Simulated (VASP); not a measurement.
## SiNi (relaxed from the rocksalt structure, space group Fm-3m): computed properties

Level of theory: r2SCAN meta-GGA, VASP's PBE PAW potentials (set 64) (plane waves; VASP).

- space group = Fm-3m (225)
- cell = a = 4.700 Å, b = 4.700 Å, c = 4.700 Å, α = 90.00°, β = 90.00°, γ = 90.00°
- volume per atom = 12.98 Å³/atom
- band gap (over mesh and band path) = none (metal, semimetal or under 0.01 eV)
- density = 5.55 g/cm³

NiSi is taken in the cubic space group Fm-3m (No. 225), the rock salt structure, Pearson symbol cF8. Conventional cell: a = b = c = 4.7003 Å, α = β = γ = 90.00°. Si on 4a sees 6 Ni at 2.350 Å (octahedral). Ni on 4b is coordinated by 6 Si at 2.350 Å (octahedral). (Neighbours: up to the widest gap in distance over summed covalent radii, below 1.35, at either atom; cation-cation and far metal-metal contacts left out.)
(The calculation used a cell of 2 atoms; values per cell refer to that cell.)

The structure was generated: SiNi was put into the rocksalt type (Fm-3m), which need not be its known phase. It was relaxed first, which changed the volume by -14 %. Symmetry was kept, so distortions that lower it aren't found.
